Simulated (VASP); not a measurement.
An input for Ansatz (written as the equivalent of a VASP run, and not itself run):

Ansatz 0.2 input:
```yaml
crystal:
  lattice:
    - [0.0000000, 2.7702675, 2.7702675]
    - [2.7702675, 0.0000000, 2.7702675]
    - [2.7702675, 2.7702675, 0.0000000]
  atoms:
    - { symbol: Co, position: [0.0000000, 0.0000000, 0.0000000], spin: 1.8 }
    - { symbol: Al, position: [0.2500000, 0.2500000, 0.2500000] }
kpoints:
  mp_grid: { grid: [10, 10, 10] }
hamiltonian:
  xc: r2scan
  pseudopotentials: { kind: paw }
magnetization: { spin_polarized: true }
scf:
  occupations: { method: methfessel_paxton, width: 0.1 }
  max_iter: 100
relax:
  max_steps: 60
  f_tol: 0.01
  cell: {}
output: { forces: true, stress: true, eigenvalues: true }
```

Q: Write the VASP files for the same calculation (r2SCAN).

A: One answer among several that fit: 
File KPOINTS:
```
Automatic mesh
0
Gamma
10 10 10
0 0 0
```

### INCAR
```
! general
SYSTEM  = CoAl
PREC    = Accurate
ENCUT   = 400
LREAL   = .FALSE.
LASPH   = .TRUE.

! electronic loop
EDIFF   = 1E-6
NELM    = 100
ALGO    = Normal
LMAXMIX = 4
LMIXTAU = .TRUE.

! smearing
ISMEAR  = 1
SIGMA   = 0.1

! functional
METAGGA = R2SCAN

! spin
ISPIN   = 2
MAGMOM  = 1.8 -0.0

! ions
IBRION  = 2
NSW     = 60
ISIF    = 3
EDIFFG  = -0.01

! output
LWAVE   = .FALSE.
LCHARG  = .FALSE.
LORBIT  = 10
```

File POSCAR:
```
CoAl
1
   -0.0000000000     2.7702674688     2.7702674688
    2.7702674688    -0.0000000000     2.7702674688
    2.7702674688     2.7702674688    -0.0000000000
Co Al
1 1
Direct
  0.0000000000   0.0000000000   0.0000000000
  0.2500000000   0.2500000000   0.2500000000
```

POTCAR, in this order: Co Al (PBE.64 set). Program: vasp_std.

What does not carry over: each code has its own PAW files, so the cut-off isn't converted (ENCUT is set for VASP's; basis.ecutwfc is left out, and Ansatz then takes the one that its files recommend); Ansatz stops its SCF on the density residual and VASP on the energy change (EDIFF).

The structure was generated: CoAl was put into the zinc blende type (F-43m), which need not be its known phase. It was relaxed first, which changed the volume by -8 %. The start is the result of an earlier pass.
